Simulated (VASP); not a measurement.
Here is the system:

```xyz
3
Lattice="0.0000 3.1260 3.1260 3.1260 0.0000 3.1260 3.1260 3.1260 0.0000" Properties=species:S:1:pos:R:3 pbc="T T T"
Ba     0.0000     0.0000     0.0000
F      1.5630     1.5630     1.5630
F      4.6891     4.6891     4.6891
```

Computed with PBE GGA with D3 dispersion (Becke-Johnson damping), VASP's PBE PAW potentials (set 64) (plane waves; VASP 6.6.1). Numerical set-up: 520 eV cut-off, 6×6×6 Γ-centred mesh, Gaussian smearing of 0.050 eV, potentials Ba_sv F.

Q: Give the energy at these volumes per atom, relative to the lowest: 19.10, 19.71, 20.32, 20.93, 21.54 Å³.

A: 15.4, 3.8, 0.0, 2.6, 10.6 meV/atom. A third-order Birch-Murnaghan fit gives B0 = 55.9 GPa and B0′ = 4.8.

Measured: bulk modulus 57.0 GPa (computed value off by -2.0 %), as given by On the Morphology of Group II Metal Fluoride Nanocrystals at Finite Temperature and Partial Pressure of HF, PMC6154342. The calculation is for a static lattice, while the measured bulk modulus holds thermal and zero-point effects, which are part of the difference.

The compound is BaF2 in the fluorite structure. It was relaxed first.
